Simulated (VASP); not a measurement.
These are PBEsol GGA, VASP's PBE PAW potentials (set 64) (plane waves; VASP 6.6.1) values and carry that method's errors.

A VASP calculation is set up with these files.

**INCAR**
```
ALGO=Normal
EDIFF=1E-7
ENCUT=400
GGA=PS
ISIF=2
ISMEAR=-5
LASPH=.TRUE.
LCHARG=.TRUE.
LORBIT=11
LREAL=.FALSE.
LWAVE=.FALSE.
NEDOS=601
NELM=100
PREC=Accurate
SYSTEM=Cl
```

### POSCAR
```
Cl
1
   -1.6875029074     1.6875029074     1.6875029074
    1.6875029074    -1.6875029074     1.6875029074
    1.6875029074     1.6875029074    -1.6875029074
Cl
1
Direct
  1.0000000000   0.0000000000   0.0000000000
```

### KPOINTS
```
K-points
0
gamma
17 17 17
0 0 0
```

POTCAR, in this order: Cl (PBE.64 set). Program: vasp_std.

What VASP printed:

### OSZICAR
```
       N       E                     dE             d eps       ncg     rms          rms(c)
DAV:   1     0.165071707212E+02    0.16507E+02   -0.26947E+03  2359   0.626E+02
DAV:   2    -0.904293759203E+00   -0.17411E+02   -0.17258E+02  3241   0.105E+02
DAV:   3    -0.123660527227E+01   -0.33231E+00   -0.32797E+00  2877   0.165E+01
DAV:   4    -0.123754826606E+01   -0.94299E-03   -0.93964E-03  3885   0.921E-01
DAV:   5    -0.123754850864E+01   -0.24258E-06   -0.24151E-06  2989   0.131E-02    0.528E+00
DAV:   6    -0.123646143427E+01    0.10871E-02   -0.34152E-03  3017   0.430E-01    0.325E+00
DAV:   7    -0.123677834410E+01   -0.31691E-03   -0.40875E-03  2912   0.490E-01    0.117E-01
DAV:   8    -0.123668974514E+01    0.88599E-04   -0.42811E-04  2660   0.144E-01    0.997E-03
DAV:   9    -0.123669029697E+01   -0.55184E-06   -0.25279E-06  3913   0.165E-02    0.407E-03
DAV:  10    -0.123669045131E+01   -0.15433E-06   -0.21673E-07  2835   0.474E-03    0.246E-03
DAV:  11    -0.123669054486E+01   -0.93559E-07   -0.34902E-08  1736   0.165E-03
   1 F= -.12366905E+01 E0= -.12366905E+01  d E =0.000000E+00
```

### OUTCAR
```
------------------------ aborting loop because EDIFF is reached ----------------------------------------
  FORCE on cell =-STRESS in cart. coord.  units (eV):
  Direction    XX          YY          ZZ          XY          YZ          ZX
  --------------------------------------------------------------------------------------
  Total       -0.0068706     -0.0068706     -0.0068706     -0.0000000      0.0000000     -0.0000000
  in kB       -0.5726766     -0.5726766     -0.5726766     -0.0000000      0.0000000     -0.0000000
  external PRESSURE =      -0.5726766 kB  Pullay stress =       0.0000000 kB
  volume of cell :       19.22
      direct lattice vectors                 reciprocal lattice vectors
    -1.687502907  1.687502907  1.687502907     0.000000000  0.296295786  0.296295786
     1.687502907 -1.687502907  1.687502907     0.296295786  0.000000000  0.296295786
     1.687502907  1.687502907 -1.687502907     0.296295786  0.296295786  0.000000000
 POSITION                                       TOTAL-FORCE (eV/Angst)
 -----------------------------------------------------------------------------------
      0.00000      0.00000      0.00000        -0.000000      0.000000     -0.000000
 -----------------------------------------------------------------------------------
    total drift:                               -0.000000     -0.000000      0.000000
  FREE ENERGIE OF THE ION-ELECTRON SYSTEM (eV)
  ---------------------------------------------------
  free  energy   TOTEN  =        -1.2366905449 eV

  energy  without entropy=       -1.2366905449  energy(sigma->0) =       -1.23669054

 total charge

# of ion       s       p       d       tot
------------------------------------------
    1        1.634   3.227   0.000   4.861
```
(Selected blocks of OUTCAR.)

For a metal the tetrahedron method with Blöchl corrections gives inexact stress and forces.

The structure was generated: Cl was put into the bcc type (Im-3m), which need not be its known phase. It was relaxed first, which changed the volume by -10 %.
